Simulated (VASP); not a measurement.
A run of VASP 6.6.1:

The input INCAR:

```
SYSTEM = Pt
PREC     = Accurate       ! precision mode
ENCUT    = 600            ! plane-wave cutoff, eV
EDIFF    = 1E-7           ! SCF threshold, eV
ISMEAR   = 0              ! smearing method
SIGMA    = 0.1            ! smearing width, eV
LREAL    = .False.        ! projectors in reciprocal space
LASPH    = .True.         ! aspherical terms in the spheres
NELM     = 80             ! most SCF steps
ALGO     = Normal         ! electronic algorithm
ISIF     = 3              ! what is computed and relaxed
LWAVE    = .False.        ! write WAVECAR
LCHARG   = .False.        ! write CHGCAR
GGA      = PE             ! functional
IVDW     = 12             ! dispersion correction
IBRION   = 2              ! ionic algorithm
NSW      = 90             ! ionic steps
EDIFFG   = -0.005         ! ionic threshold
```

Contents of KPOINTS:

```
Automatic mesh
0
Gamma
  18 18 18
  0 0 0
```

Contents of POSCAR:

```
Pt
1.0
    0.0000000000      1.9715751800      1.9715751800
    1.9715751800      0.0000000000      1.9715751800
    1.9715751800      1.9715751800      0.0000000000
Pt
1
Direct
    0.0000000000      0.0000000000      0.0000000000
```

Potentials or basis: VASP PAW PBE potentials, release 64 (Pt).

Command:

```console
$ cat potpaw_PBE.64/Pt/POTCAR > POTCAR
$ mpirun -np 1 vasp_std > vasp.out
```

Hardware: 1 thread of Intel(R) Xeon(R) Platinum 8488C (Sapphire Rapids), on a shared host.

Question: Estimate the wall time of this run.

Answer: Wall time 26 s on 1 thread of Intel(R) Xeon(R) Platinum 8488C (Sapphire Rapids), with other jobs on the host, peak memory 0.18 GiB. Counts: scf iterations 26, k points 195, ion steps 3.
